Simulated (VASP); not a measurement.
Crystal: CsLi2.

```
CELL_PARAMETERS angstrom
0.00000 3.58408 3.58408
3.58408 0.00000 3.58408
3.58408 3.58408 0.00000
ATOMIC_POSITIONS crystal
Cs 0.00000 0.00000 0.00000
Li 0.75000 0.75000 0.75000
Li 0.25000 0.25000 0.25000
```

The cell was built by a generator and needn't be a form met in nature.

The cell isn't the ideal one: random cell by space group and Wyckoff sites (Fm-3m, No. 225).

* Program: VASP 6.6.1
* Task: relaxation of cell and atoms
* Functional: PBE
* Potentials or basis: VASP PAW PBE potentials, release 64 (Cs_sv, Li_sv)
* Cutoff: 600 eV
* k mesh: 4 × 4 × 4
* Occupations: gaussian, width 0.1 eV
* Spin: no spin polarisation

At the start: pressure 5.6 GPa; volume 30.69 Å³/atom.

Where does the relaxation end?

Over 3 steps the energy falls by 319.0 meV/atom and the volume is 53.82 Å³/atom (+75.3 %); space group Fm-3m (No. 225, to 0.05 Å).

Step by step:
```
step  energy change (eV)  largest force (eV/Å)  pressure (GPa)  volume (Å³)
   1              0.0000                0.0000            5.57        92.08
   2             -0.4334                0.0000            3.71       107.04
   3             -0.9571                0.0000           -0.07       161.45
```

Final structure:
```yaml
crystal:
  lattice:
    - [0.00000, 4.32188, 4.32188]
    - [4.32188, 0.00000, 4.32188]
    - [4.32188, 4.32188, 0.00000]
  atoms:
    - { symbol: Cs, position: [0.00000, 0.00000, 0.00000] }
    - { symbol: Li, position: [0.75000, 0.75000, 0.75000] }
    - { symbol: Li, position: [0.25000, 0.25000, 0.25000] }
```

Caveat: the k mesh is coarse (spacing up to 0.38 Å⁻¹), so the values aren't converged; the cutoff is under 1.25 times the usual one of these potentials, so pressure, stress and relaxed cells hold a basis-set (Pulay) error; the volume moved by over 15 % at a fixed basis, so the end points are rough.
